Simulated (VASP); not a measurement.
Here is a VASP 6.6.1 calculation.

Contents of POSCAR:

```
KAl
1.0
    4.1269100000      0.0000000000      0.0000000000
    0.0000000000      4.1269100000      0.0000000000
    0.0000000000      0.0000000000      4.1269100000
K Al
1 1
Direct
    0.5000000000      0.5000000000      0.5000000000
    0.0000000000      0.0000000000      0.0000000000
```

File INCAR.step1:

```
PREC = Normal
ENCUT = 520
EDIFF = 1E-6
ISMEAR = -1
SIGMA = 0.05
LREAL = F
LASPH = T
NELM = 100
ALGO = Normal
ISIF = 2
LWAVE = F
LCHARG = T
LMAXMIX = 4
```

Contents of KPOINTS.step1:

```
regular mesh
0
Gamma
  7 7 7
```

INCAR.step2

```
PREC = Normal
ENCUT = 520
EDIFF = 1E-6
ISMEAR = 0
SIGMA = 0.05
LREAL = F
LASPH = T
NELM = 100
ALGO = Normal
ISIF = 2
LWAVE = F
LCHARG = F
LMAXMIX = 4
ICHARG = 11
```

Contents of KPOINTS.step2:

```
path GXMGRX,MR
20
line-mode
reciprocal
 0.0000000000  0.0000000000  0.0000000000  G
 0.0000000000  0.5000000000  0.0000000000  X

 0.0000000000  0.5000000000  0.0000000000  X
 0.5000000000  0.5000000000  0.0000000000  M

 0.5000000000  0.5000000000  0.0000000000  M
 0.0000000000  0.0000000000  0.0000000000  G

 0.0000000000  0.0000000000  0.0000000000  G
 0.5000000000  0.5000000000  0.5000000000  R

 0.5000000000  0.5000000000  0.5000000000  R
 0.0000000000  0.5000000000  0.0000000000  X

 0.5000000000  0.5000000000  0.0000000000  M
 0.5000000000  0.5000000000  0.5000000000  R
```

Potentials or basis: VASP PAW LDA potentials, release 64 (K_sv, Al).

Command:

```sh
$ cat potpaw_LDA.64/K_sv/POTCAR potpaw_LDA.64/Al/POTCAR > POTCAR
$ cp INCAR.step1 INCAR
$ cp KPOINTS.step1 KPOINTS
$ mpirun -np 1 vasp_std > vasp.out
$ cp INCAR.step2 INCAR
$ cp KPOINTS.step2 KPOINTS
$ mpirun -np 1 vasp_std > vasp.out
```

Q: What does it give for the band gap along the path?

A: None (metal or under the smearing width).

Levels at the corners of the path, in eV from the Fermi level:
```tsv
point	band 2	band 3	band 4	band 5	band 6	band 7	band 8	band 9	band 10
Γ	-13.91	-13.91	-13.91	-5.53	2.73	2.73	2.73	2.89	2.89
X	-14.08	-13.89	-13.89	-4.23	-1.68	2.62	2.62	4.36	5.62
X	-14.08	-13.89	-13.89	-4.23	-1.68	2.62	2.62	4.36	5.62
M	-14.05	-14.05	-13.88	-3.66	-0.23	-0.23	2.13	3.91	5.28
M	-14.05	-14.05	-13.88	-3.66	-0.23	-0.23	2.13	3.91	5.28
Γ	-13.91	-13.91	-13.91	-5.53	2.73	2.73	2.73	2.89	2.89
Γ	-13.91	-13.91	-13.91	-5.53	2.73	2.73	2.73	2.89	2.89
R	-14.02	-14.02	-14.02	-2.49	-0.21	-0.21	-0.21	4.14	4.14
R	-14.02	-14.02	-14.02	-2.49	-0.21	-0.21	-0.21	4.14	4.14
X	-14.08	-13.89	-13.89	-4.23	-1.68	2.62	2.62	4.36	5.62
M	-14.05	-14.05	-13.88	-3.66	-0.23	-0.23	2.13	3.91	5.28
R	-14.02	-14.02	-14.02	-2.49	-0.21	-0.21	-0.21	4.14	4.14
```

Caveat: the log is that of the step along the path at fixed density, whose energy, stress, charges and moments have no meaning.
